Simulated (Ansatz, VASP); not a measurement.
## PtSe2 in two plane-wave programs

One calculation is typed for both programs; each brings its own data sets and cutoff. How far apart do they land?

Method: plane waves, with VASP 6.6.1 beside it; single point at PBEsol, in Ansatz 0.2.0.

The database entry behind the starting cell is an old determination (1929), so it need not match the best structure at ambient conditions.

**1. The structure**

Symmetry: P-3m1, No. 164, trigonal system. Conventional cell: a = 3.731 Å, b = 3.731 Å, c = 5.072 Å, α = 90.00°, β = 90.00°, γ = 120.00°. Nearest to Pt lie 6 Se at 2.50 Å. Nearest to Se lie 3 Pt at 2.50 Å. Farther neighbours and most contacts between anions are not listed.

Coordinates:

```xyz
3
Lattice="3.7310 0.0000 0.0000 -1.8655 3.2311 0.0000 0.0000 0.0000 5.0720" Properties=species:S:1:pos:R:3 pbc="T T T"
Pt    0.0000    0.0000    0.0000
Se    1.8655    1.0770    3.8040
Se    0.0000    2.1541    1.2680
```

**2. VASP: single point, PBEsol**

A single point gives forces, pressure and levels at one fixed geometry, so differences don't come from the geometry; what else differs is listed under the comparison.

Lines of VASP's logs that name or quote its potential files are left out, and so is its time.

INCAR reads:

```
SYSTEM = PtSe2
PREC = Accurate
ENCUT = 400
EDIFF = 1E-05
NELM = 100
ISMEAR = 0
SIGMA = 0.05
LREAL = .FALSE.
ALGO = Normal
GGA = PS
NBANDS = 17
LORBIT = 11
LWAVE = .FALSE.
LCHARG = .FALSE.
KPAR = 4
```

POSCAR reads:

```
PtSe2
1.0
    3.7310000000      0.0000000000      0.0000000000
   -1.8655000000      3.2311407815      0.0000000000
    0.0000000000      0.0000000000      5.0720000000
Pt Se
1 2
Direct
    0.0000000000      0.0000000000      0.0000000000
    0.6666666667      0.3333333333      0.7500000000
    0.3333333333      0.6666666667      0.2500000000
```

KPOINTS reads:

```
Automatic mesh
0
Gamma
10 10 6
0 0 0
```

The projector-augmented-wave data sets are Pt and Se (PBE family, release 64).

Started as:

```bash
> mpirun -np 4 vasp_std
```

Numbers of over 12 decimals in the logs are rounded to 6 here.

The log of the run:

```text
[banner, memory and clock lines left out]
running    4 mpi-ranks, on    1 nodes
 distrk:  each k-point on    1 cores,    4 groups
 distr:  one band on    1 cores,    1 groups

 POSCAR found type information on POSCAR PtSe
 POSCAR found :  2 types and       3 ions
|                                                                             |
|               ----> ADVICE to this user running VASP <----                  |
|                                                                             |
|     You enforced a specific xc type in the INCAR file but a different       |
|     [... a line on the potential file left out ...]
|     I HOPE YOU KNOW WHAT YOU ARE DOING!                                     |
|                                                                             |

 LDA part: xc-table for (Slater+PW92), standard interpolation
 POSCAR, INCAR and KPOINTS ok, starting setup
 FFT: planning ... GRIDC
 FFT: planning ... GRID_SOFT
 FFT: planning ... GRID
 WAVECAR not read
 entering main loop
       N       E                     dE             d eps       ncg     rms          rms(c)
DAV:   1     0.901642652112E+02    0.90164E+02   -0.87134E+03  2520   0.915E+02
DAV:   2    -0.129527114509E+02   -0.10312E+03   -0.99860E+02  3091   0.195E+02
DAV:   3    -0.167364835401E+02   -0.37838E+01   -0.37662E+01  2920   0.386E+01
DAV:   4    -0.167616293035E+02   -0.25146E-01   -0.25138E-01  3148   0.347E+00
DAV:   5    -0.167619042908E+02   -0.27499E-03   -0.27498E-03  3039   0.341E-01    0.132E+01
DAV:   6    -0.161271520304E+02    0.63475E+00   -0.47973E+00  2501   0.201E+01    0.784E+00
DAV:   7    -0.159074454173E+02    0.21971E+00   -0.91395E-01  2511   0.962E+00    0.386E+00
DAV:   8    -0.158810108842E+02    0.26435E-01   -0.59935E-02  2650   0.176E+00    0.851E-01
DAV:   9    -0.158783570503E+02    0.26538E-02   -0.67044E-03  2893   0.788E-01    0.207E-01
DAV:  10    -0.158784103817E+02   -0.53331E-04   -0.98778E-04  2838   0.207E-01    0.394E-02
DAV:  11    -0.158784038352E+02    0.65465E-05   -0.62980E-05  2990   0.735E-02
   1 F= -.15878404E+02 E0= -.15877885E+02  d E =-.103727E-02
```

Parts of OUTCAR (step 2):

```text
ion  position               nearest neighbor table
   1  0.000  0.000  0.000-   2 2.50   3 2.50   3 2.50   2 2.50   2 2.50   3 2.50
   2  0.667  0.333  0.750-   1 2.50   1 2.50   1 2.50
   3  0.333  0.667  0.250-   1 2.50   1 2.50   1 2.50

  LATTYP: Found a hexagonal cell.
 ALAT       =     3.7310000000
 C/A-ratio  =     1.3594210667

 Subroutine GETGRP returns: Found 12 space group operations
 (whereof 12 operations were pure point group operations)

The static configuration has the point symmetry D_3d.

 Found     72 irreducible k-points:

   k-points           NKPTS =     72   k-points in BZ     NKDIM =     72   number of bands    NBANDS=     17

   dimension x,y,z NGX =    24 NGY =   24 NGZ =   36
   dimension x,y,z NGXF=    48 NGYF=   48 NGZF=   72

   ENCUT  =  400.0 eV  29.40 Ry    5.42 a.u.   6.08  6.08  8.27*2*pi/ulx,y,z

   NELECT =      22.0000    total number of electrons

 k-points in reciprocal lattice and weights: Automatic mesh
   0.00000000  0.00000000  0.00000000       0.002
   0.10000000  0.00000000  0.00000000       0.010
   0.20000000  0.00000000  0.00000000       0.010
   0.30000000  0.00000000  0.00000000       0.010
   0.40000000  0.00000000  0.00000000       0.010
   0.50000000  0.00000000  0.00000000       0.005
   0.10000000  0.10000000  0.00000000       0.010
   0.20000000  0.10000000  0.00000000       0.020
   0.30000000  0.10000000  0.00000000       0.020
[...]
0.40000000  0.20000000  0.50000000       0.010
   0.30000000  0.30000000  0.50000000       0.010

 average (electrostatic) potential at core
       1 -68.6126       2 -52.7604       3 -52.7604

 E-fermi :   6.3443

 k-point     1 :       0.0000    0.0000    0.0000
  band No.  band energies     occupation
    ...
      6       2.3333      2.00000
      7       2.3333      2.00000
      8       3.7647      2.00000
      9       5.2615      2.00000
     10       5.2615      2.00000
     11       6.7284      0.00000
     12       7.7673      0.00000
     13       7.7673      0.00000
     14       9.8254      0.00000
     15      10.3675      0.00000
    ...

 k-point     2 :       0.1000    0.0000    0.0000
  band No.  band energies     occupation
    ...
      6       2.1763      2.00000
      7       2.2547      2.00000
      8       3.5356      2.00000
      9       4.8795      2.00000
     10       5.1583      2.00000
     11       6.4109      0.05963
     12       7.5780      0.00000
     13       7.7924      0.00000
     14      10.5824      0.00000
     15      11.0220      0.00000
    ...

 k-point     3 :       0.2000    0.0000    0.0000
  band No.  band energies     occupation
    ...
      7       2.1033      2.00000
      8       3.0330      2.00000
      9       4.4164      2.00000
     10       4.7893      2.00000
     11       5.5115      2.00000
     12       7.6232      0.00000
     13       7.9625      0.00000
     14      11.1880      0.00000
     15      12.1155      0.00000
     16      13.4966      0.00000
    ...

  Total        0.7052853      0.7052853      0.2382746     -0.0000000     -0.0000000      0.0000000
  in kB       18.4805563     18.4805562      6.2434968     -0.0000000     -0.0000000      0.0000000
  external PRESSURE =      14.4015364 kB  Pullay stress =       0.0000000 kB

  energy-cutoff  :      400.00
  volume of cell :       61.14
      direct lattice vectors                 reciprocal lattice vectors
     3.731000000  0.000000000  0.000000000     0.268024658  0.154744109  0.000000000
    -1.865500000  3.231140782  0.000000000     0.000000000  0.309488217  0.000000000
     0.000000000  0.000000000  5.072000000     0.000000000  0.000000000  0.197160883

 POSITION                                       TOTAL-FORCE (eV/Angst)
 -----------------------------------------------------------------------------------
      0.00000      0.00000      0.00000         0.000000      0.000000      0.000000
      1.86550      1.07705      3.80400         0.000000      0.000000     -0.254547
     -0.00000      2.15409      1.26800        -0.000000      0.000000      0.254547
 -----------------------------------------------------------------------------------
    total drift:                               -0.000000      0.000000      0.000000

  FREE ENERGIE OF THE ION-ELECTRON SYSTEM (eV)
  ---------------------------------------------------
  free  energy   TOTEN  =       -15.8784038352 eV

  energy  without entropy=      -15.8773665663  energy(sigma->0) =      -15.87788520

 total charge
# of ion       s       p       d       tot
------------------------------------------
    1        0.683   0.716   8.038   9.437
    2        1.486   2.225   0.070   3.781
    3        1.486   2.225   0.070   3.781
--------------------------------------------------
tot          3.656   5.165   8.178  16.998

[... 3 further parts left out ...]
```

The run ends at a pressure of 1.44 GPa, with forces up to 0.25 eV/Å.

**3. Ansatz: single point, PBEsol**

Ansatz runs on its default PAW (the set named soft_2) files.

The same cell, functional, mesh and smearing now go to Ansatz, which takes its cutoff from its data sets.

input.yaml reads:

```yaml
crystal:
  lattice:
    - [3.731, 0.0, 0.0]
    - [-1.8655, 3.2311407815, 0.0]
    - [0.0, 0.0, 5.072]
  atoms:
    - { symbol: Pt, position: [0.0, 0.0, 0.0] }
    - { symbol: Se, position: [0.6666666667, 0.3333333333, 0.75] }
    - { symbol: Se, position: [0.3333333333, 0.6666666667, 0.25] }
hamiltonian:
  xc: pbesol
  pseudopotentials: { kind: paw }
kpoints:
  mp_grid: { grid: [10, 10, 6] }
scf:
  occupations: { method: gaussian, width: 0.05 }
  n_extra_bands: 4
output:
  forces: true
  stress: true
  eigenvalues: true
```

Started as:

```bash
> ansatz run input.yaml --threads 2 --pin off --max-ram 4608MiB --backend cpu --events-out ev --progress --plain --runs-dir out
```

The log of the run:

```text
scf.n_extra_bands = 4 over 25 filled bands (N_el = 50.0): the run solves 29 bands
Engine: ansatz 0.2.0, aarch64-unknown-linux-gnu
Pseudopotentials: kind: paw
Pseudopotential: Pt, paw, valence charge 18, recommended cutoff 420 eV (normal), Pt.paw.azcp
Pseudopotential: Se, paw, valence charge 16, recommended cutoff 420 eV (normal), Se.paw.azcp
Functional definition: PBEsol
  exchange = pbesol_x
  correlation = pbesol_c
Crystal: 3 atoms, lattice volume = 61.145 Å³
Basis set: ecut = 420 eV, 1229 PW (Γ), exchange–correlation on 50×50×72 points (8 copies of the dense FFT grid, shifted against one another)
Bands: 29, of which v1, the nominal top of the filled ones, is band 25 counted from 1 (24 counted from 0)
Symmetry: 12 space group operations
Space group: P-3m1 (ITA 164), of the structure as read, at distance tolerance 3.9e-5 Å
k-points: 72 of 600
Non-local potential: Pt, projectors of the file, l = 0: 3, l = 1: 2, l = 2: 2, l = 3: 1
Non-local potential: Se, projectors of the file, l = 0: 2, l = 1: 2, l = 2: 3, l = 3: 1
PAW form: soft (Blöchl's): semilocal exchange-correlation on the pseudo side does not see the compensation charge
PAW frozen core: Pt, regenerated for the run's functional, and the local potential with it (the file was generated under x = pbe(κ = 0.804, μ = 0.219515), c = pbe(β = 0.066725))
PAW frozen core: Se, regenerated for the run's functional, and the local potential with it (the file was generated under x = pbe(κ = 0.804, μ = 0.219515), c = pbe(β = 0.066725))
PAW one-centre angular grid: Pt, 590 points (default); XC on 64 Gauss nodes
PAW one-centre angular grid: Se, 590 points (default); XC on 64 Gauss nodes
Initial density: superposition of atomic densities (neutral atoms: chi_scale 0, normalization atom), corrected by the library's trained network
Initial wavefunctions: pseudopotential atomic-orbital guess
Functional: x = pbesol(κ = 0.804, μ = 0.123457), c = pbesol(β = 0.046)
SCF iter   1: F=—  HF=-23233.454618 eV  |F-HF|=—  |Δ(HF+E_count)|=         —  Δρ=3.31e-3  dr2=6.11e-3  ethr=1.77e-3  ⟨swp⟩=6.0  Hψ=8054  notcnv=0
preconditioner: auto → LDOS  [metal: Δε(μ)=0.034 eV  Ē_g=9.255 eV  σ=0.050 eV  W_gap=0.35  n_scr=22 (ndim 8)  ℏωp=22.3 eV  f_vac=0.035  D(μ)=0.84/eV (n_scr^D=2)  β→1.0]
SCF iter   2: F=—  HF=-23233.456369 eV  |F-HF|=—  |Δ(HF+E_count)|=   1.75e-3  Δρ=2.18e-3  dr2=3.44e-3  ethr=1.22e-5  ⟨swp⟩=2.0  Hψ=4679  notcnv=0  defer=1
SCF iter   3: F=—  HF=-23233.454780 eV  |F-HF|=—  |Δ(HF+E_count)|=   1.59e-3  Δρ=3.18e-4  dr2=7.44e-5  ethr=6.88e-6  ⟨swp⟩=2.0  Hψ=4026  notcnv=0  defer=1
SCF iter   4: F=—  HF=-23233.454769 eV  |F-HF|=—  |Δ(HF+E_count)|=   1.17e-5  Δρ=9.25e-5  dr2=8.08e-6  ethr=1.49e-7  ⟨swp⟩=2.4  Hψ=3157  notcnv=0  defer=1
iter 5 did not close the SCF: its close was put off for the readings that it lacked (scf_convergence_deferred on its scf_iter line)
SCF iter   5: F=-23233.454769 eV  HF=-23233.454769 eV  |F-HF|=8.56e-8  |Δ(HF+E_count)|=   9.33e-8  Δρ=1.56e-5  dr2=9.95e-8  ethr=1.62e-8  ⟨swp⟩=2.0  Hψ=2735  notcnv=0  defer=1
SCF iter   6: F=-23233.454769 eV  HF=-23233.454769 eV  |F-HF|=2.25e-9  |Δ(HF+E_count)|=   1.04e-7  Δρ=4.49e-6  dr2=1.24e-8  ethr=1.99e-10  ⟨swp⟩=2.5  Hψ=7830  notcnv=0
SCF 1 converged in 6 iterations: F = -23233.454769 eV  dr2 = 1.24e-8
  greatest PAW one-centre occupation: 1.000 electrons in one spin orbital (limit 2), on the Pt atom at site 0 (counted from 0), in its partial waves of l = 0
SCF converged after 6 iterations
Free energy (F): -23233.454769 eV
Harris-Foulkes:  -23233.454769 eV  (|F-HF|=2.25e-9)
Internal energy: -23233.453754 eV  (E = F + TS)
E sigma→0 (E₀):  -23233.454261 eV
Entropy (-TS):   -0.001015 eV (-0.338 meV/atom)
Fermi energy:    13.085174 eV
--- Per-component energies (eV) ---
  E_band       = -971.127879
  E_kinetic    = 875.261652
  E_local      = -6817.515417  (includes V_loc(G=0)·N_el)
  E_nonlocal   = -980.875696
  E_hartree    = 3154.956606
  E_xc         = -467.507264
  E_vxc        = -499.310934  (∫ρ·V_xc dr)
  E_paw        = -13053.576265  (= ΣΔE_a)
  E_vpaw       = 141.397759  (= ΣTr[D̂ρ^β])
  E_aug_tail   = -0.001013  (compensation charges beyond the density's cutoff)
  E_ewald      = -5946.500239
  E_core_change = 2.303882  (= ΣΔE_core)
  E_smearing   = -0.001015  (= −TS)
  E_closure    = 0.000000  (closes the sum)
  Σ components = -23233.454769   (vs F -23233.454769, Δ=0.00e0)
--- Forces (eV/Å), atoms counted from 1 ---
  atom   1  Pt     0.00000000     0.00000000     0.00000000
  atom   2  Se     0.00000000    -0.00000000    -0.23616647
  atom   3  Se    -0.00000000     0.00000000     0.23616647
  max |Σ_I F_I| component: 2.31e-18 eV/Å
--- Stress (GPa, compression-positive) ---
        1.745914       0.000000       0.000000
        0.000000       1.745914       0.000000
        0.000000       0.000000       0.599661
  P = ⅓ Tr σ = 1.3638 GPa (13.638 kbar)
--- Band table (eV; the first three rows and the last of 72) ---
  k-point 0: bands = [... 21 lower, 10.4881, 11.9922, 11.9922, 13.4591, 14.5060, 14.5060, 16.5603, 17.1043]
  k-point 1: bands = [... 21 lower, 10.4631, 11.8707, 11.8707, 12.8149, 14.7144, 14.7144, 16.7759, 17.7505]
  k-point 2: bands = [... 21 lower, 10.3215, 11.6572, 11.6572, 11.7625, 15.1305, 15.1305, 17.3559, 18.7930]
  k-point 71: bands = [... 21 lower, 9.1823, 9.4403, 10.4510, 10.6885, 14.9178, 15.0430, 19.2779, 19.9009]
```

The job ended after 5.4 s (2 threads of Arm Neoverse N1, shared host; peak memory 0.38 GiB; 10 s of CPU time).

Reading the cycles: dr2 is the Hartree energy of the density residual (eV), the measure of convergence; HF is the Harris–Foulkes estimate of the energy, which meets the free energy F at convergence.

The run ends at a pressure of 1.36 GPa, with forces up to 0.24 eV/Å.

**4. Side by side**

Known differences besides the potentials themselves: the data sets hold 50 valence electrons in Ansatz (default PAW (the set named soft_2) files) and 22 in VASP; the cutoff is 420 eV in Ansatz and 400 eV in VASP; Ansatz makes its cores anew for this functional, VASP keeps those of its PBE data sets; VASP leaves aspherical gradient terms in its spheres out (LASPH is not set), Ansatz keeps them. Total energies have different zeros and are not compared.

Both answers:

| quantity | Ansatz | VASP | difference |
| --- | --- | --- | --- |
| pressure (GPa) | 1.36 | 1.44 | -0.08 |

Forces (eV/Å; atoms numbered as in POSCAR):

| atom | Ansatz x, y, z | VASP x, y, z |
| --- | --- | --- |
| Pt1 | 0.000, 0.000, 0.000 | 0.000, 0.000, 0.000 |
| Se2 | 0.000, 0.000, -0.236 | 0.000, 0.000, -0.255 |
| Se3 | 0.000, 0.000, 0.236 | 0.000, 0.000, 0.255 |

The forces differ by 8.7 meV/Å r.m.s., which is 7.2 % of the r.m.s. force of 0.12 eV/Å (both taken over all components). Ansatz's pressure holds a Pulay correction of 0.03 GPa; VASP's holds none.

**5. Summary of results**

- r.m.s. force difference (single point, PBEsol): 8.7 meV/Å

**Reading.** The r.m.s. force difference is 8.7 meV/Å (single point, PBEsol), within the 12 meV/Å picked in this series as the mark of a large difference. How closely two codes agree says nothing of how well the functional describes the real material.

[Lines on the potential files, build, host, timing and source positions are cut from VASP's logs without a mark.]

[Logs are printed without paths, hosts, clocks, repeated set-up lines and the standing remarks that a program may print on its own settings, such as how far it seeks lower states.]

[Hosts, paths, dates, database ids (printed as entryN), source tags and the programs' standing remarks are cut or masked in the printed files.]
